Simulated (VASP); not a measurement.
Here is the system:

```
CELL_PARAMETERS angstrom
      0.00000     1.97428     1.97428
      1.97428     0.00000     1.97428
      1.97428     1.97428     0.00000
ATOMIC_POSITIONS crystal
  Li 0.00000 0.00000 0.00000
  H  0.50000 0.50000 0.50000
```

The numbers are results of vdW-DF-cx, VASP's PBE PAW potentials (set 64) (plane waves; VASP), not measurements. Numerical set-up: 520 eV cut-off, 11×11×11 Γ-centred mesh, Gaussian smearing of 0.050 eV, potentials Li_sv H.

Problem. Estimate the energy per atom (σ→0), pressure.

Solution. 
The energy per atom (σ→0) is -2.598 eV/atom and the pressure is 2.50 GPa.

Only differences to runs with the same potentials and settings are physical.

The compound is LiH in the rock salt structure. This cell is one point of a volume scan, at 0.94 of the reference volume.
